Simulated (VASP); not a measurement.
Consider the following.

```yaml
crystal:
  lattice:
    - [3.31270, 0.00000, 0.00000]
    - [0.00000, 3.31270, 0.00000]
    - [0.00000, 0.00000, 3.31270]
  atoms:
    - { symbol: In, position: [0.50000, 0.50000, 0.50000] }
    - { symbol: Pd, position: [0.00000, 0.00000, 0.00000] }
```

Calculation: PW91 GGA, VASP's PBE PAW potentials (set 64) (plane waves; VASP). Numerical set-up: 520 eV cut-off, Gaussian smearing of 0.050 eV, potentials In_d Pd.

Question: Give the energies of bands 6 to 14 at the high-symmetry points, in eV from the Fermi level.

Answer: 
| band | Γ | X | M | R |
|---|---|---|---|---|
| 6 | -9.77 | -6.43 | -5.98 | -4.66 |
| 7 | -3.67 | -5.76 | -3.37 | -4.66 |
| 8 | -3.67 | -3.64 | -2.61 | -4.66 |
| 9 | -2.22 | -3.14 | -2.61 | -1.64 |
| 10 | -2.22 | -3.14 | -2.18 | -1.64 |
| 11 | -2.22 | -2.29 | -2.18 | -0.27 |
| 12 | 4.13 | -1.12 | -1.68 | 3.76 |
| 13 | 4.13 | 9.21 | 1.25 | 3.76 |
| 14 | 4.13 | 9.21 | 2.34 | 3.76 |

It has no gap at this level: it comes out as a metal or semimetal.

The compound is PdIn in the CsCl type structure. It was relaxed first, which changed the volume by +6 %. The electron count is odd and the run is not spin-polarised, which forces a metal.
